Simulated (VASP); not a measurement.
Here is the system:

```xyz
3
Lattice="0.0000 2.1361 2.1361 2.1361 0.0000 2.1361 2.1361 2.1361 0.0000" Properties=species:S:1:pos:R:3 pbc="T T T"
Be     1.0680     1.0680     1.0680
Be     3.2041     3.2041     3.2041
C      0.0000     0.0000     0.0000
```

These are LDA (Ceperley-Alder, Perdew-Zunger), VASP's LDA PAW potentials (set 64) (plane waves; VASP 6.6.1) values and carry that method's errors. Numerical set-up: 520 eV cut-off, 13×13×13 Γ-centred mesh, Gaussian smearing of 0.010 eV, potentials Be C.

Question: Give the electronic dielectric tensor ε∞ (DFPT, local fields included).

Answer: 
```
6.86  0.00  0.00
0.00  6.86  0.00
0.00  0.00  6.86
```

Question: Give the Born effective charges.

Answer: 
```csv
atom,Z*xx,Z*yy,Z*zz,mean
Be1,1.52,1.52,1.52,1.52
Be2,1.52,1.52,1.52,1.52
C3,-3.04,-3.04,-3.04,-3.04
```

Question: And the static tensor with the ions free?

Answer: 
```
14.1  0.00  0.00
0.00  14.1  0.00
0.00  0.00  14.1
```

Question: Which frequencies do the optical Γ-point modes have (no LO-TO splitting)?

Answer: 670 (×3), 720 (×3) cm⁻¹.

The compound is Be2C in the antifluorite structure. It was relaxed first.
